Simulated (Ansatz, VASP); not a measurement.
# CoSi2: VASP beside Ansatz, part 2 of 2

One calculation is typed for both programs; each brings its own data sets and cutoff. How far apart do they land? The cell is taken from a series of VASP runs on this material, whose earlier steps may have relaxed, scaled or displaced it; both programs get it as it stands.

VASP 6.6.1 and Ansatz 0.2.0.

So far: Starting point; VASP: relaxation of cell and atoms, PBE with D3(BJ).

### Step 3. Ansatz: relaxation of cell and atoms, PBE with D3(BJ)

Level of this step: Ansatz beside VASP: Kohn-Sham DFT, plane waves, PBE with D3(BJ) (Ansatz).

Ansatz runs on its default PAW (the set named soft_2) files.

The same cell, functional, mesh and smearing now go to Ansatz, which takes its cutoff from its data sets.

input.yaml reads:

```yaml
crystal:
  lattice:
    - [0.0, 2.6507199718, 2.6507199718]
    - [2.6507199718, 0.0, 2.6507199718]
    - [2.6507199718, 2.6507199718, 0.0]
  atoms:
    - { symbol: Co, position: [0.0, 0.0, 0.0] }
    - { symbol: Si, position: [0.75, 0.75, 0.75] }
    - { symbol: Si, position: [0.25, 0.25, 0.25] }
hamiltonian:
  xc: pbe
  pseudopotentials: { kind: paw }
  dispersion: d3bj
magnetization:
  spin_polarized: true
kpoints:
  mp_grid: { grid: [12, 12, 12] }
scf:
  occupations: { method: gaussian, width: 0.05 }
relax:
  f_tol: 0.01
  max_steps: 60
  cell: { stress_tol: 0.05 }
output:
  forces: true
  stress: true
```

The run is started by

```sh
$ ansatz run input.yaml --threads 4 --pin off --max-ram 9216MiB --backend cpu --events-out ev --progress --plain --runs-dir out
```

Numbers of over 12 decimals in the logs are rounded to 6 here.

The log of the run:

```text
band count auto-derived: 18 (N_el = 25.0; filled up to band 13; 17 by the electrons, moments and atoms)
Engine: ansatz 0.2.0, aarch64-unknown-linux-gnu
Pseudopotentials: kind: paw
Pseudopotential: Co, paw, valence charge 17, recommended cutoff 420 eV (normal), Co.paw.azcp
Pseudopotential: Si, paw, valence charge 4, recommended cutoff 420 eV (normal), Si.paw.azcp
Functional definition: PBE
  parameter kappa = 0.804
  parameter beta = 0.066725
  exchange = pbe_x(kappa = kappa, mu = beta*pi^2/3)
  correlation = pbe_c(beta = beta)
Crystal: 3 atoms, lattice volume = 37.250 Å³
Basis set: ecut = 420 eV, 725 PW (Γ), exchange–correlation on 54×54×54 points (8 copies of the dense FFT grid, shifted against one another)
Bands: 18, of which v1, the nominal top of the filled ones, is band 13 counted from 1 (12 counted from 0)
Symmetry: 48 space group operations
Space group: Fm-3m (ITA 225), of the structure as read, at distance tolerance 3.3e-5 Å
k-points: 72 of 1728
Non-local potential: Co, projectors of the file, l = 0: 3, l = 1: 2, l = 2: 3, l = 3: 1
Non-local potential: Si, projectors of the file, l = 0: 2, l = 1: 2, l = 2: 2
PAW form: soft (Blöchl's): semilocal exchange-correlation on the pseudo side does not see the compensation charge
PAW one-centre angular grid: Co, 590 points (default); XC on 64 Gauss nodes
PAW one-centre angular grid: Si, 110 points (default); XC on 64 Gauss nodes
Initial density: superposition of atomic densities (chi_scale 0.1, normalization cell, long waves kept (reshape's long-wave potential 0.00 eV rms))
Initial wavefunctions: pseudopotential atomic-orbital guess
Functional: x = pbe(κ = 0.804, μ = 0.219515), c = pbe(β = 0.066725)
SCF iter   1: F=—  HF=-6401.810554 eV  |F-HF|=—  |Δ(HF+E_count)|=         —  Δρ=6.84e-2 (↑6.84e-2 ↓6.84e-2)  dr2=8.00e0  dr2_m=0.00e0  M=0.000 μB ∫|m|=0.000 μB  β_m=0.30  ethr=3.10e-3  ⟨swp⟩=5.6  Hψ=6548  notcnv=0
preconditioner: auto → none  [insulator: Δε(μ)=0.086 eV  Ē_g=9.681 eV  σ=0.050 eV  W_gap=0.75  n_scr=14 (ndim 8)  ℏωp=25.1 eV  f_vac=0.000  D(μ)=0.72/eV (n_scr^D=0)  ε∞_Penn≈7.7]
SCF iter   2: F=—  HF=-6402.616640 eV  |F-HF|=—  |Δ(HF+E_count)|=   8.06e-1  Δρ=1.43e-1 (↑1.43e-1 ↓1.43e-1)  dr2=1.96e1  dr2_m=0.00e0  M=0.000 μB ∫|m|=0.000 μB  β_m=0.21  ethr=3.10e-3  ⟨swp⟩=3.0  Hψ=3370  notcnv=0  defer=100  recentre
preconditioner: auto → Kerker (q_TF=auto, 2.553 Å⁻¹)  [metal: Δε(μ)=0.011 eV  Ē_g=8.930 eV  σ=0.050 eV  W_gap=0.13  n_scr=14 (ndim 8)  ℏωp=25.1 eV  f_vac=0.000  D(μ)=1.31/eV (n_scr^D=14)]
spin=Collinear: Kerker preconditioning applied to the charge; magnetization (m = ρ↑ − ρ↓) channel mixes plain (no charge-response kernel on spin).
SCF iter   3: F=—  HF=-6399.803369 eV  |F-HF|=—  |Δ(HF+E_count)|=    2.81e0  Δρ=5.24e-2 (↑5.05e-2 ↓5.24e-2)  dr2=6.77e-1  dr2_m=7.85e-1  M=1.284 μB ∫|m|=1.284 μB  ethr=3.10e-3  ⟨swp⟩=2.8  Hψ=3166  notcnv=0  defer=94
Mixer restart at iter 3: flushing history
SCF iter   4: F=—  HF=-6400.680851 eV  |F-HF|=—  |Δ(HF+E_count)|=         —  Δρ=4.20e-2 (↑3.98e-2 ↓4.20e-2)  dr2=8.37e-1  dr2_m=4.34e-1  M=0.221 μB ∫|m|=0.232 μB  β_m=0.21  ethr=2.71e-3  ⟨swp⟩=3.4  Hψ=6395  notcnv=0  defer=47
SCF iter   5: F=—  HF=-6400.638022 eV  |F-HF|=—  |Δ(HF+E_count)|=   4.28e-2  Δρ=3.65e-2 (↑3.65e-2 ↓3.27e-2)  dr2=5.60e-1  dr2_m=3.04e-1  M=0.178 μB ∫|m|=0.188 μB  β_m=0.61  ethr=2.71e-3  ⟨swp⟩=1.0  Hψ=3131  notcnv=0  defer=51
SCF iter   6: F=—  HF=-6400.653248 eV  |F-HF|=—  |Δ(HF+E_count)|=   1.52e-2  Δρ=3.72e-2 (↑2.91e-2 ↓3.72e-2)  dr2=1.16e0  dr2_m=5.76e-3  M=0.015 μB ∫|m|=0.033 μB  β_m=0.43  ethr=2.24e-3  ⟨swp⟩=2.4  Hψ=4893  notcnv=0  defer=58
SCF iter   7: F=—  HF=-6400.518976 eV  |F-HF|=—  |Δ(HF+E_count)|=   1.34e-1  Δρ=4.81e-3 (↑4.81e-3 ↓4.20e-3)  dr2=2.39e-2  dr2_m=5.03e-4  M=-0.010 μB ∫|m|=0.023 μB  β_m=0.72  ethr=2.24e-3  ⟨swp⟩=2.4  Hψ=4763  notcnv=0  defer=152
Mixer restart at iter 7: flushing history
SCF iter   8: F=—  HF=-6400.522478 eV  |F-HF|=—  |Δ(HF+E_count)|=         —  Δρ=4.18e-3 (↑4.18e-3 ↓4.18e-3)  dr2=1.92e-2  dr2_m=0.00e0  M=0.000 μB ∫|m|=0.000 μB  β_m=0.72  ethr=9.57e-5  ⟨swp⟩=5.3  Hψ=4448  notcnv=0  defer=54
SCF iter   9: F=—  HF=-6400.530423 eV  |F-HF|=—  |Δ(HF+E_count)|=   7.94e-3  Δρ=8.80e-3 (↑8.80e-3 ↓8.80e-3)  dr2=7.64e-2  dr2_m=0.00e0  M=0.000 μB ∫|m|=0.000 μB  β_m=0.42  ethr=7.68e-5  ⟨swp⟩=2.5  Hψ=2869  notcnv=0  defer=96  recentre
SCF iter  10: F=—  HF=-6400.522111 eV  |F-HF|=—  |Δ(HF+E_count)|=   8.31e-3  Δρ=2.24e-3 (↑2.24e-3 ↓2.24e-3)  dr2=6.04e-3  dr2_m=0.00e0  M=0.000 μB ∫|m|=0.000 μB  β_m=0.35  ethr=7.68e-5  ⟨swp⟩=2.5  Hψ=2202  notcnv=0  defer=96
SCF iter  11: F=—  HF=-6400.522270 eV  |F-HF|=—  |Δ(HF+E_count)|=   1.59e-4  Δρ=6.88e-4 (↑6.88e-4 ↓6.88e-4)  dr2=9.84e-4  dr2_m=0.00e0  M=0.000 μB ∫|m|=0.000 μB  β_m=0.66  ethr=2.42e-5  ⟨swp⟩=2.6  Hψ=1636  notcnv=0  defer=96
SCF iter  12: F=—  HF=-6400.522579 eV  |F-HF|=—  |Δ(HF+E_count)|=   3.08e-4  Δρ=5.28e-5 (↑5.28e-5 ↓5.28e-5)  dr2=7.38e-6  dr2_m=0.00e0  M=0.000 μB ∫|m|=0.000 μB  β_m=0.77  ethr=3.94e-6  ⟨swp⟩=2.2  Hψ=1629  notcnv=0  defer=96
SCF iter  13: F=—  HF=-6400.522562 eV  |F-HF|=—  |Δ(HF+E_count)|=   1.69e-5  Δρ=7.92e-5 (↑7.92e-5 ↓7.92e-5)  dr2=5.90e-6  dr2_m=0.00e0  M=0.000 μB ∫|m|=0.000 μB  β_m=0.77  ethr=2.95e-8  ⟨swp⟩=2.0  Hψ=1810  notcnv=0  defer=96
SCF iter  14: F=—  HF=-6400.522562 eV  |F-HF|=—  |Δ(HF+E_count)|=   2.81e-7  Δρ=2.03e-5 (↑2.03e-5 ↓2.03e-5)  dr2=3.71e-7  dr2_m=0.00e0  M=0.000 μB ∫|m|=0.000 μB  β_m=0.89  ethr=2.36e-8  ⟨swp⟩=1.1  Hψ=1234  notcnv=0  defer=96
SCF iter  15: F=-6400.522562 eV  HF=-6400.522562 eV  |F-HF|=6.68e-9  |Δ(HF+E_count)|=   5.98e-9  Δρ=3.02e-6 (↑3.02e-6 ↓3.02e-6)  dr2=7.74e-9  dr2_m=0.00e0  M=0.000 μB ∫|m|=0.000 μB  ethr=4.00e-10  ⟨swp⟩=1.5  Hψ=3565  notcnv=0
SCF 1 converged in 15 iterations: F = -6400.522562 eV  dr2 = 7.74e-9
  greatest PAW one-centre occupation: 1.000 electrons in one spin orbital (limit 2), on the Co atom at site 0 (counted from 0), in its partial waves of l = 0
the input gives no starting moments: this run first made a single point of its starting geometry. This run's own SCFs start from that state's density, with no starting moments from it.
Initial density: read from a saved state, or passed on in memory by an earlier SCF of this step, an earlier step, the calling program or the single point that the run made first
Stability of the state it starts from, as read at its close in the collinear treatment: not read negative (Ritz values of 1 − χ₀K, real part plus size of imaginary part, from 0.93 to 0.96, by its mixing steps under the symmetry group of the SCF that read it); nothing settles its magnetic order
iter 1 solved again at ethr=7.35e-7 eV; its pass at ethr=3.10e-3 eV (dr2=1.84e-4 eV) is discarded
SCF iter   1: F=—  HF=-6400.522553 eV  |F-HF|=—  |Δ(HF+E_count)|=         —  Δρ=3.15e-6 (↑3.15e-6 ↓3.15e-6)  dr2=8.00e-9  dr2_m=0.00e0  M=0.000 μB ∫|m|=0.000 μB  β_m=0.30  ethr=7.35e-7  ⟨swp⟩=3.0  Hψ=9742  notcnv=0
eigensolver tolerance schedule: the retry pair's looser diagonalisation over-reported the residual by 22957.27 of it (diagonalisation noise at an unbounded share of the residual, at the tolerance the schedule requests for it); recorded, not acted on — ethr = c·dr2/N_el stays at c = 1.0e-1
preconditioner: auto → Kerker (q_TF=auto, 2.553 Å⁻¹)  [metal: Δε(μ)=0.035 eV  Ē_g=9.080 eV  σ=0.050 eV  W_gap=0.37  n_scr=14 (ndim 8)  ℏωp=25.1 eV  f_vac=0.000  D(μ)=1.09/eV (n_scr^D=8)]
spin=Collinear: Kerker preconditioning applied to the charge; magnetization (m = ρ↑ − ρ↓) channel mixes plain (no charge-response kernel on spin).
SCF iter   2: F=—  HF=-6400.522562 eV  |F-HF|=—  |Δ(HF+E_count)|=   9.18e-6  Δρ=1.91e-6 (↑1.91e-6 ↓1.91e-6)  dr2=3.72e-9  dr2_m=0.00e0  M=0.000 μB ∫|m|=0.000 μB  β_m=0.25  ethr=3.20e-11  ⟨swp⟩=4.2  Hψ=3912  notcnv=0
SCF iter   3: F=-6400.522562 eV  HF=-6400.522562 eV  |F-HF|=3.89e-10  |Δ(HF+E_count)|=  1.82e-10  Δρ=6.75e-7 (↑6.75e-7 ↓6.75e-7)  dr2=3.44e-10  dr2_m=0.00e0  M=0.000 μB ∫|m|=0.000 μB  ethr=1.49e-11  ⟨swp⟩=1.7  Hψ=3066  notcnv=0
SCF 2 converged in 3 iterations: F = -6400.522562 eV  dr2 = 3.44e-10
relax step   1: F+E_penalty+E_count = -6400.52256205 eV  Δ(F+E_penalty+E_count) = +0.000e0 eV  max|allowed force component| = 3.238e-17 eV/Å  Δτ_max = 0.0000 Å  P = +0.255 GPa  Ω = 37.250 Å³  (3 SCF iters, dr2 threshold 1.00e-7 eV, accepted)
[...]
relax step   2: F+E_penalty+E_count = -6400.52258068 eV  Δ(F+E_penalty+E_count) = -1.863e-5 eV  max|allowed force component| = 1.511e-16 eV/Å  Δτ_max = 0.0000 Å  P = +0.109 GPa  Ω = 37.277 Å³  energy of the carried Pulay correction = -1.281e-5 eV  (4 SCF iters, dr2 threshold 1.63e-7 eV, accepted)
[...]
relax step   3: F+E_penalty+E_count = -6400.52257823 eV  Δ(F+E_penalty+E_count) = +2.453e-6 eV  max|allowed force component| = 1.665e-16 eV/Å  Δτ_max = 0.0000 Å  P = +0.000 GPa  Ω = 37.298 Å³  energy of the carried Pulay correction = -2.240e-5 eV  (4 SCF iters, dr2 threshold 2.98e-8 eV, accepted)
[...]
relax step   4: F+E_penalty+E_count = -6400.52260262 eV  Δ(F+E_penalty+E_count) = -2.439e-5 eV  max|allowed force component| = 2.128e-16 eV/Å  Δτ_max = 0.0000 Å  P = +0.002 GPa  Ω = 37.298 Å³  stress off target by 1.89e-3 GPa  SCF on the basis re-selected at this cell (its energy is not comparable with the rows above)  (7 SCF iters)
basis re-selected at this cell: Δ(F+E_penalty+E_count) = -2.439e-5 eV, ΔP = +0.002 GPa vs the last step (what re-selecting the basis moved, of the pressure what is left beyond the Pulay correction that the steps carried, after the strain that the cell walked since its last selection, with what the two solves' SCF thresholds leave and, on support functions, any second-order correction that the steps lacked; it is no m [...]
SCF converged after 7 iterations
Magnetization: 0.0000 μB (12.5000 up, 12.5000 down)
Absolute magnetization: 0.0000 μB (∫|ρ↑−ρ↓|)
Spin contamination: 0.0000 ħ² per cell (⟨S²⟩ above its minimum at these occupations)
Per-site moments (μB) at R_I (Å): [(0.0, 0.947341), (0.0, 0.947341), (0.0, 0.947341)]
Free energy (F): -6400.522603 eV
Harris-Foulkes:  -6400.522603 eV  (|F-HF|=4.55e-12)
Internal energy: -6400.521230 eV  (E = F + TS)
E sigma→0 (E₀):  -6400.521916 eV
Entropy (-TS):   -0.001372 eV (-0.457 meV/atom)
Fermi energy:    13.349833 eV
--- Per-component energies (eV) ---
  E_band       = -274.154995
  E_kinetic    = 550.079033
  E_local      = -4062.533069  (includes V_loc(G=0)·N_el)
  E_nonlocal   = 501.582068
  E_hartree    = 1769.919743
  E_xc         = -275.046286
  E_vxc        = -306.516211  (∫ρ·V_xc dr)
  E_paw        = -2541.821504  (= ΣΔE_a)
  E_vpaw       = -496.606663  (= ΣTr[D̂ρ^β])
  E_aug_tail   = 0.000108  (compensation charges beyond the density's cutoff)
  E_ewald      = -2341.333753
  E_disp       = -1.367570  (pairwise vdW)
  E_smearing   = -0.001372  (= −TS)
  E_closure    = -0.000000  (closes the sum)
  Σ components = -6400.522603   (vs F -6400.522603, Δ=0.00e0)
--- Forces (eV/Å), atoms counted from 1 ---
  atom   1  Co     0.00000000     0.00000000    -0.00000000
  atom   2  Si    -0.00000000    -0.00000000    -0.00000000
  atom   3  Si     0.00000000     0.00000000     0.00000000
  max |Σ_I F_I| component: 5.55e-17 eV/Å
--- Stress (GPa, compression-positive) ---
        0.001886      -0.000000      -0.000000
       -0.000000       0.001886      -0.000000
        0.000000      -0.000000       0.001886
  P = ⅓ Tr σ = 0.0019 GPa (0.019 kbar)
--- Relaxed structure (3 steps of the walk, 3 accepted, 1 SCFs on fresh bases) ---
  F+E_penalty+E_count = -6400.52260262 eV   max|allowed force component| = 2.128e-16 eV/Å   (the final SCF, on the basis selected at the relaxed cell)
  cell:  # Å, volume = 37.2980 Å³
    - [0, 2.651867, 2.651867]
    - [2.651867, 0, 2.651867]
    - [2.651867, 2.651867, 0]
  atoms:
    - { symbol: Co, position: [0, 0, 0] }
    - { symbol: Si, position: [0.75, 0.75, 0.75] }
    - { symbol: Si, position: [0.25, 0.25, 0.25] }
```

It took 3.5 s on 4 threads of Arm Neoverse V2, shared host; peak memory 0.39 GiB; 12 s of CPU time.

### Step 4. Differences

Known differences besides the potentials themselves: both relaxations stop at a tolerance, which leaves soft axes loose, and VASP keeps its plane-wave basis; the data sets hold 25 valence electrons in Ansatz (default PAW (the set named soft_2) files) and 17 in VASP; the cutoff is 420 eV in Ansatz and 450 eV in VASP; Ansatz adds a Pulay correction to the stress that steers its cell, VASP none. Total energies have different zeros and are not compared.

The two programs side by side:

| quantity | Ansatz | VASP | difference |
| --- | --- | --- | --- |
| volume (Å³) | 37.30 | 37.26 | +0.11 % |
| edge a after relaxation, in the typed setting (Å) | 3.750 | 3.749 | +0.03 % |

The walks stopped with 0.00 GPa left in Ansatz and -0.02 GPa in VASP; each walk ends within a tolerance, so the volume difference is uncertain by about these residues over the bulk modulus, most in soft cells.

### Step 5. Summary of results

```
difference in volume (relaxation of cell and atoms, PBE with D3(BJ)) : 0.11 %
```

The difference in volume is 0.11 % (relaxation of cell and atoms, PBE with D3(BJ)), within the 1.2 % picked in this series as the mark of a large difference, as far as the stopping tolerances let one tell. How closely two codes agree says nothing of how well the functional describes the real material.

[Lines on the potential files, build, host, timing and source positions are cut from VASP's logs without a mark.]

[Logs are printed without paths, hosts, clocks, repeated set-up lines and the standing remarks that a program may print on its own settings, such as how far it seeks lower states.]

[Hosts, paths, dates, database ids (printed as entryN), source tags and the programs' standing remarks are cut or masked in the printed files.]
